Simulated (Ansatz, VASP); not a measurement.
# LiF (Griceite): VASP beside Ansatz, part 2 of 2

Aim: how closely do two programs agree when they are given the same cell, functional and k mesh? The cell is taken from a series of runs on this material, whose earlier steps may have relaxed, scaled, displaced or heated it; both programs get it as it stands.

VASP 6.6.1 and Ansatz 0.2.0.

So far: Starting point; VASP: relaxation of cell and atoms, LDA; Ansatz: relaxation of cell and atoms, LDA; Comparison.

## (5) VASP: zone-centre phonons, LDA

Level of this step: LDA; plane waves and PAW (Li_sv, F) (VASP).

Second derivatives magnify differences that forces hide, and they need a tight electronic threshold.

The input, INCAR:

```
SYSTEM = LiF
PREC = Accurate
ENCUT = 750
EDIFF = 1E-08
NELM = 120
ISMEAR = 0
SIGMA = 0.01
LREAL = .FALSE.
ALGO = Normal
GGA = PW92
NBANDS = 11
LORBIT = 11
LWAVE = .FALSE.
LCHARG = .FALSE.
ISIF = 2
IBRION = 8
LASPH = .TRUE.
GGA_COMPAT = .FALSE.
EFERMI = MIDGAP
KPAR = 2
```

The input, POSCAR:

```
LiF
1.0
    0.0000000000      1.9525694700      1.9525694700
    1.9525694700      0.0000000000      1.9525694700
    1.9525694700      1.9525694700      0.0000000000
Li F
1 1
Direct
    0.0000000000      0.0000000000      0.0000000000
    0.5000000000      0.5000000000      0.5000000000
```

The input, KPOINTS:

```
Automatic mesh
0
Gamma
12 12 12
0 0 0
```

PAW data sets: Li_sv and F (LDA family, release 64).

On the command line:

```sh
$ mpirun -np 2 vasp_std
```

The program printed:

```text
[banner, memory and clock lines left out]
running    2 mpi-ranks, on    1 nodes
[...]
[... a notice as in an earlier step ...]

 LDA part: xc-table for (Slater(with rela. corr.)+PW92), standard interpolation
 POSCAR, INCAR and KPOINTS ok, starting setup
[...]
entering main loop
       N       E                     dE             d eps       ncg     rms          rms(c)
DAV:   1     0.427305875829E+02    0.42731E+02   -0.69480E+03  1592   0.122E+03
DAV:   2    -0.941802617897E+01   -0.52149E+02   -0.50567E+02  1866   0.232E+02
DAV:   3    -0.109854072922E+02   -0.15674E+01   -0.15623E+01  2022   0.359E+01
DAV:   4    -0.110017029446E+02   -0.16296E-01   -0.16293E-01  1872   0.410E+00
[...]
DAV:  12    -0.105081106945E+02   -0.10311E-08   -0.26700E-07  2358   0.393E-03    0.758E-04
DAV:  13    -0.105081106834E+02    0.11086E-07   -0.20280E-08  1691   0.133E-03    0.198E-04
DAV:  14    -0.105081106827E+02    0.70588E-09   -0.20695E-09  1152   0.500E-04
   1 F= -.10508111E+02 E0= -.10508111E+02  d E =0.000000E+00
[...]
RMM:  33    -0.174922033419E+00   -0.17311E-08   -0.13868E-06  5748   0.271E-04    0.125E-06
RMM:  34    -0.174922038491E+00   -0.50717E-08   -0.12509E-06  6189   0.264E-04    0.124E-06
RMM:  35    -0.174922041409E+00   -0.29185E-08   -0.11302E-06  5958   0.258E-04    0.129E-06
 first order change of Fermi-energy   0.17699E-03
 force on displaced ion       1 direction 1 :  -2.239   0.000   0.000
 Linear response progress:
  Degree of freedom:   2/  2
       N       E                     dE             d eps       ncg     rms          rms(c)
RMM:   1    -0.513762872629E+00   -0.51376E+00    0.50314E-01  6783   0.479E+00
RMM:   2    -0.507312688274E+00    0.64502E-02   -0.67522E-03  6478   0.734E-01    0.922E-02
RMM:   3    -0.508904154314E+00   -0.15915E-02   -0.80281E-04  6965   0.210E-01    0.499E-02
RMM:   4    -0.510886484804E+00   -0.19823E-02   -0.25908E-04  6710   0.122E-01    0.102E-02
[...]
RMM:  11    -0.510962896093E+00   -0.91361E-07   -0.12128E-07  8133   0.448E-04    0.252E-06
RMM:  12    -0.510962856272E+00    0.39821E-07   -0.57012E-08  8115   0.387E-04    0.133E-06
RMM:  13    -0.510962858238E+00   -0.19663E-08    0.19795E-08  7700   0.362E-04    0.137E-06
 first order change of Fermi-energy   0.15870E-02
 force on displaced ion       2 direction 1 :  -2.229   0.000   0.000
 Linear response finished
```

OUTCAR, selected parts (step 5):

```text
  Total       -0.0323921     -0.0323921     -0.0323921      0.0000000     -0.0000000     -0.0000000
  in kB       -3.4857823     -3.4857823     -3.4857823      0.0000000     -0.0000000     -0.0000000
  external PRESSURE =      -3.4857823 kB  Pullay stress =       0.0000000 kB

 POSITION                                       TOTAL-FORCE (eV/Angst)
 -----------------------------------------------------------------------------------
      0.00000      0.00000      0.00000        -0.000000      0.000000     -0.000000
      1.95257      1.95257      1.95257         0.000000     -0.000000      0.000000
 -----------------------------------------------------------------------------------
    total drift:                                0.000000      0.000000      0.000000

[... 2 further parts left out ...]
```

## (6) Ansatz: zone-centre phonons, LDA

The same cell, functional (in two slightly different forms) and mesh now go to Ansatz, which takes its cutoff from its data sets.

The cell is taken from a series of runs on this material, whose earlier steps may have relaxed, scaled, displaced or heated it; both programs get it as it stands.

The input, input.yaml:

```yaml
crystal:
  lattice:
    - [0.0, 1.95256947, 1.95256947]
    - [1.95256947, 0.0, 1.95256947]
    - [1.95256947, 1.95256947, 0.0]
  atoms:
    - { symbol: Li, position: [0.0, 0.0, 0.0] }
    - { symbol: F, position: [0.5, 0.5, 0.5] }
kpoints:
  mp_grid: { grid: [12, 12, 12] }
hamiltonian:
  xc: lda
  pseudopotentials: { kind: nc }
scf:
  occupations: { method: fixed }
output:
  eigenvalues: true
phonons:
  method: dfpt
  qmesh: [4, 4, 4]
  temperatures: { t_max: 1000, t_step: 50 }
  qpath:
    path:
      - [[0.0, 0.0, 0.0], [0.5, 0.0, 0.5], [0.625, 0.25, 0.625]]
      - [[0.375, 0.375, 0.75], [0.0, 0.0, 0.0], [0.5, 0.5, 0.5], [0.5, 0.25, 0.75], [0.5, 0.0, 0.5]]
    npoints: 10
  non_analytic_term:
    high_frequency_dielectric_tensor: [[2.1139, 0.0, 0.0], [0.0, 2.1139, 0.0], [0.0, 0.0, 2.1139]]
    born_effective_charges:
      - { species: Li, tensor: [[1.0418, 0.0, 0.0], [0.0, 1.0418, 0.0], [0.0, 0.0, 1.0418]] }
      - { species: F, tensor: [[-1.0418, 0.0, 0.0], [0.0, -1.0418, 0.0], [0.0, 0.0, -1.0418]] }
    source: "zone-centre run at this cell"
```

On the command line:

```sh
$ ansatz run input.yaml --threads 4 --pin off --max-ram 10240MiB --backend cpu --events-out ev --progress --plain --runs-dir out
```

The program printed:

```text
[...]
Crystal: 2 atoms, lattice volume = 14.888 Å³
Basis set: ecut = 1142.878222 eV, 1291 PW (Γ), exchange–correlation on 64×64×64 points (8 copies of the dense FFT grid, shifted against one another)
Bands: 9, of which v1, the nominal top of the filled ones, is band 5 counted from 1 (4 counted from 0)
Symmetry: 48 space group operations
k-points: 72 of 1728
[...]
largest difference from the sums on the solved wave vectors: F 8.28e-3 eV, S 1.24e-5 and C_V 3.95e-6 eV/K
  zero-point energy: 0.129829 eV/cell   skipped modes (ω ≤ 0): 3   left out of the sums: 2.28e-5 of the cell's modes: C_V's classical limit lies that fraction below 3 k_B per atom; for a crystal, a wire or a layer, F and S can be off by more, and a phonons.interpolated_qmesh denser along its periods is the remedy for the sampling
[key lines of the parts left out:]
SCF converged after 8 iterations
Free energy (F): -866.181827 eV
Fermi energy:    1.284822 eV
```

## (7) Differences

What differs besides the data sets and the points named for the pairs above, as far as they apply: fixed occupations in Ansatz, narrow Gaussian smearing in VASP; VASP's run holds the zone centre alone. Total energies have different zeros and are not compared.

Both answers:

```csv
quantity,Ansatz,VASP,difference
optical mode 1 to 3 (cm⁻¹),342.7,344.6,-0.56 %
```

Modes are paired by rising frequency, not by their patterns, so a pair may set unlike modes beside each other; they are those without the splitting of longitudinal modes.

## (8) Results

* difference in volume (relaxation of cell and atoms, LDA): 0.38 %
* r.m.s. difference of the optical zone-centre modes, each program's sorted by frequency (zone-centre phonons, LDA): 1.9 cm⁻¹
* difference in optical mode 1 to 3 (zone-centre phonons, LDA): -0.6 %

**Reading.** The difference in volume is 0.38 % (relaxation of cell and atoms, LDA), within the 1.2 % picked in this series as the mark of a large difference, as far as the stopping tolerances let one tell. Among the rows given in per cent, the largest difference of the zone-centre phonons, LDA pair is in optical mode 1 to 3, -0.6 %. Such differences can come from data sets, numerical settings and the points named under the comparisons, not from the functional's error against experiment.

[Lines on the potential files, build, host, timing and source positions are cut from VASP's logs without a mark.]

[Logs are printed without paths, hosts, clocks, repeated set-up lines and the standing remarks that a program may print on its own settings, such as how far it seeks lower states.]

[Hosts, paths, dates, database ids (printed as entryN), source tags and the programs' standing remarks are cut or masked in the printed files.]
